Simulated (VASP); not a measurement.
```yaml
crystal:
  lattice:
    - [4.65126, 0.00000, 0.00000]
    - [0.00000, 4.65126, 0.00000]
    - [0.00000, 0.00000, 3.07335]
  atoms:
    - { symbol: Mg, position: [0.00000, 0.00000, 0.00000] }
    - { symbol: Mg, position: [0.50000, 0.50000, 0.50000] }
    - { symbol: F, position: [0.30280, 0.30280, 0.00000] }
    - { symbol: F, position: [0.80280, 0.19720, 0.50000] }
    - { symbol: F, position: [0.19720, 0.80280, 0.50000] }
    - { symbol: F, position: [0.69720, 0.69720, 0.00000] }
```

Calculation: PBE GGA with D4 dispersion, VASP's PBE PAW potentials (set 64) (plane waves; VASP). Settings: 520 eV cut-off, Gaussian smearing of 0.050 eV, potentials Mg F.

Problem. Give the energies of bands 5 to 18 at the high-symmetry points, in eV from the valence-band maximum.

Solution. 
```
band      Γ      X      M      Z      R      A
----  -----  -----  -----  -----  -----  -----
5     -4.01  -3.27  -3.06  -2.93  -3.12  -3.70
6     -2.43  -3.27  -3.06  -2.93  -3.12  -3.70
7     -2.05  -1.73  -2.07  -2.42  -2.90  -2.96
8     -2.05  -1.73  -2.07  -2.42  -2.90  -2.96
9     -1.88  -1.55  -1.28  -2.18  -2.02  -1.44
10    -1.83  -1.55  -1.28  -2.18  -2.02  -1.44
11    -1.20  -1.35  -1.25  -1.42  -1.34  -1.39
12    -1.20  -1.35  -1.25  -1.42  -1.34  -1.39
13    -0.72  -0.96  -0.94  -1.12  -0.72  -0.59
14    -0.32  -0.96  -0.94  -1.12  -0.72  -0.59
15    -0.32  -0.37  -0.75  -0.83  -0.65  -0.47
16     0.00  -0.37  -0.75  -0.83  -0.65  -0.47
17     6.96   9.35  11.01  11.68  12.61  13.08
18    12.12   9.35  11.01  11.68  12.61  13.08
```

The gap is direct, 6.96 eV, from the valence maximum at Γ to the conduction minimum at Γ.

Measured: gap 12.40 eV (computed value off by -5.44 eV), as given by Andrés Aguado et al., Journal of the Physical Society of Japan (1999), arXiv:cond-mat/9901145.

The compound is MgF2 in the rutile structure. It was relaxed first.
